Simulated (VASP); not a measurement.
Method: optB88-vdW, VASP's PBE PAW potentials (set 64) (plane waves; VASP).

A VASP calculation is set up with these files.

POSCAR:
```
Li
1
   -1.7098734793     1.7098734793     1.7098734793
    1.7098734793    -1.7098734793     1.7098734793
    1.7098734793     1.7098734793    -1.7098734793
Li
1
Direct
  0.0000000000   0.0000000000   0.0000000000
```

**INCAR**
```
AGGAC = 0.0
ALGO = Normal
EDIFF = 1E-7
ENCUT = 520
GGA = BO
ISIF = 2
ISMEAR = 1
LASPH = .True.
LCHARG = .False.
LREAL = .False.
LUSE_VDW = .True.
LWAVE = .False.
NELM = 100
PARAM1 = 0.1833333333
PARAM2 = 0.22
PREC = Accurate
SIGMA = 0.1
SYSTEM = Li
```

KPOINTS:
```
Automatic
0
Gamma
  15 15 15
0 0 0
```

POTCAR, in this order: Li_sv (PBE.64 set). Program: vasp_std.

Task: What will the output report for the number of irreducible k-points (NKPTS), largest plane-wave count, number of space-group operations, FFT grid (NGX, NGY, NGZ)?

Result: 
```json
{
  "number of irreducible k-points (NKPTS)": "120",
  "largest_plane_wave_count": "555",
  "number_of_space_group_operations": "48",
  "FFT grid (NGX, NGY, NGZ)": "24 × 24 × 24"
}
```

The compound is Li in the bcc structure. It was relaxed first, which changed the volume by -6 %.
